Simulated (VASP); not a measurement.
OSZICAR of a VASP run on CdS (wurtzite):

OSZICAR:
```
       N       E                     dE             d eps       ncg     rms          rms(c)
DAV:   1     0.223462015093E+03    0.22346E+03   -0.17554E+04   616   0.151E+03
DAV:   2    -0.283041632679E+02   -0.25177E+03   -0.24647E+03   700   0.394E+02
DAV:   3    -0.444047378430E+02   -0.16101E+02   -0.15995E+02   762   0.953E+01
DAV:   4    -0.446820509570E+02   -0.27731E+00   -0.27693E+00   756   0.150E+01
DAV:   5    -0.446889032172E+02   -0.68523E-02   -0.68511E-02   792   0.210E+00    0.118E+01
DAV:   6    -0.407305834897E+02    0.39583E+01   -0.76803E+00   616   0.396E+01    0.920E+00
DAV:   7    -0.388767994222E+02    0.18538E+01   -0.13720E+00   706   0.112E+01    0.540E+00
DAV:   8    -0.404948832813E+02   -0.16181E+01   -0.39215E+00   634   0.158E+01    0.364E+00
DAV:   9    -0.388993140796E+02    0.15956E+01   -0.20288E+00   622   0.117E+01    0.103E+00
DAV:  10    -0.388761417647E+02    0.23172E-01   -0.77634E-02   706   0.183E+00    0.423E-01
DAV:  11    -0.390164908206E+02   -0.14035E+00   -0.21274E-02   628   0.151E+00    0.332E-01
DAV:  12    -0.390210524652E+02   -0.45616E-02   -0.78963E-04   718   0.248E-01    0.341E-01
DAV:  13    -0.390180229695E+02    0.30295E-02   -0.15904E-04   652   0.118E-01    0.341E-01
DAV:  14    -0.390385948952E+02   -0.20572E-01   -0.19107E-02   640   0.126E+00    0.246E-01
DAV:  15    -0.390382017485E+02    0.39315E-03   -0.11000E-03   748   0.313E-01    0.269E-01
DAV:  16    -0.390381058420E+02    0.95906E-04   -0.19300E-04   622   0.125E-01    0.206E-01
DAV:  17    -0.390394486453E+02   -0.13428E-02   -0.93567E-04   640   0.292E-01    0.768E-02
DAV:  18    -0.390394730486E+02   -0.24403E-04   -0.10845E-04   700   0.974E-02    0.400E-02
DAV:  19    -0.390395066670E+02   -0.33618E-04   -0.14243E-05   646   0.348E-02    0.387E-02
DAV:  20    -0.390395193185E+02   -0.12651E-04   -0.22610E-05   628   0.392E-02    0.315E-02
DAV:  21    -0.390395282955E+02   -0.89770E-05   -0.41318E-06   578   0.190E-02    0.259E-02
DAV:  22    -0.390395294791E+02   -0.11836E-05   -0.11045E-06   524   0.971E-03    0.181E-02
DAV:  23    -0.390395299814E+02   -0.50237E-06   -0.38697E-07   386   0.493E-03
   1 F= -.39039530E+02 E0= -.39039530E+02  d E =-.390395E+02
```

### Question
Which electronic solver shows in the log?

### Answer
It is blocked Davidson (ALGO = Normal, or the opening steps of other solvers). The INCAR had ALGO = Normal.

### Question
Can the final energy be trusted as converged?

### Answer
The run converged. It stopped with EDIFF = 1E-6, NELM = 100, NSW = 60 and EDIFFG = -0.02 after 1 ionic step (TPSS meta-GGA, plane waves, VASP's PBE PAW potentials (set 64)).

The compound is CdS in the wurtzite structure. It was relaxed first, which changed the volume by +5 %. The start is the result of an earlier pass.
